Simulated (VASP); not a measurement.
Crystal: Sb.

```xyz
2
Lattice="2.1864 1.2623 3.7972 -2.1864 1.2623 3.7972 0.0000 -2.5247 3.7972" Properties=species:S:1:pos:R:3 pbc="T T T"
Sb    0.0000    0.0000    2.6656
Sb    0.0000    0.0000    8.7259
```

The cell was built by a generator and needn't be a form met in nature.

```yaml
Program: VASP 6.6.1
Task: relaxation of cell and atoms
Functional: r2SCAN
Dispersion: rVV10
Potentials_or_basis: VASP PAW PBE potentials, release 64 (Sb)
Cutoff: 600 eV
k_mesh: 9 × 9 × 7
Occupations: gaussian, width 0.03 eV
Spin: no spin polarisation
```

At the start: pressure -1.3 GPa; volume 31.44 Å³/atom.

Problem. How do energy, volume and symmetry change on relaxing?

Solution. Over 6 steps the energy falls by 3.2 meV/atom and the volume is 30.82 Å³/atom (-2.0 %); space group R-3m (No. 166, to 0.05 Å).

The path:
```csv
step,energy change (eV),largest force (eV/Å),pressure (GPa),volume (Å³)
1,0.0000,0.1566,-1.30,62.88
2,-0.0030,0.1070,1.06,60.60
3,-0.0064,0.0082,0.02,61.54
4,-0.0064,0.0111,0.02,61.56
5,-0.0064,0.0105,0.00,61.59
6,-0.0065,0.0094,-0.01,61.64
```

Final structure:
```xyz
2
Lattice="2.1682 1.2518 3.7853 -2.1682 1.2518 3.7853 0.0000 -2.5036 3.7853" Properties=species:S:1:pos:R:3 pbc="T T T"
Sb    0.0000    0.0000    2.6514
Sb    0.0000    0.0000    8.7044
```

Caveat: the PAW data sets were made with another functional, which shifts forces and pressure a little.
